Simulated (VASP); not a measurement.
Input:

```
CELL_PARAMETERS angstrom
      3.82291     0.00000     0.00000
      0.00000     3.82291     0.00000
      0.00000     0.00000     4.69006
ATOMIC_POSITIONS crystal
  Sn 0.50000 0.00000 0.75333
  Sn 0.00000 0.50000 0.24667
  O  0.50000 0.50000 0.00000
  O  0.00000 0.00000 0.00000
```

Computed with vdW-DF-cx, VASP's PBE PAW potentials (set 64) (plane waves; VASP). Numerical set-up: 520 eV cut-off, Gaussian smearing of 0.050 eV, potentials Sn_d O.

Give the energies of bands 14 to 23 at the high-symmetry points, in eV from the Fermi level.

```csv
band,Γ,X,M,Z,R,A
14,-6.89,-7.47,-9.04,-6.04,-7.65,-8.89
15,-6.19,-4.89,-5.00,-6.04,-5.44,-5.59
16,-6.19,-4.89,-5.00,-3.49,-5.44,-5.59
17,-3.39,-4.77,-2.44,-3.12,-4.71,-2.86
18,-3.10,-4.77,-2.44,-3.12,-4.71,-2.86
19,-3.10,-2.76,-1.91,-2.91,-1.71,-2.44
20,-0.04,-2.76,-1.91,-2.11,-1.71,-2.44
21,2.23,3.35,-0.11,1.65,2.76,2.31
22,4.44,3.35,-0.11,2.68,2.76,2.31
23,4.44,5.75,4.54,2.68,5.19,4.34
```

It has no gap at this level: it comes out as a metal or semimetal.

Measured: gap 0.70 eV (computed value off by -0.70 eV), as given by David Waroquiers et al., Physical Review B (2013), arXiv:1302.6756.

The compound is SnO in the litharge structure. It was relaxed first.
